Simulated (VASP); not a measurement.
Given:

```
MoS2
1.0
    3.19248     0.00000     0.00000
   -1.59624     2.76477     0.00000
    0.00000     0.00000    12.45638
Mo S
2 4
Direct
  0.66667   0.33333   0.75000
  0.33333   0.66667   0.25000
  0.66667   0.33333   0.37598
  0.33333   0.66667   0.87598
  0.33333   0.66667   0.62402
  0.66667   0.33333   0.12402
```

The numbers are results of optB88-vdW, VASP's PBE PAW potentials (set 64) (plane waves; VASP), not measurements. Numerical set-up: 480 eV cut-off, 9×9×2 Γ-centred mesh, Gaussian smearing of 0.050 eV, potentials Mo_sv S.

Q: What does the run give for the energy per atom (σ→0)?

A: 
| Property | Result |
|---|---|
| energy per atom (σ→0) | -5.221 eV/atom |

The absolute energy has meaning only against runs of the same code, potentials and settings.

The compound is MoS2 in the 2H layered structure. It was relaxed first. The start is the result of an earlier pass.
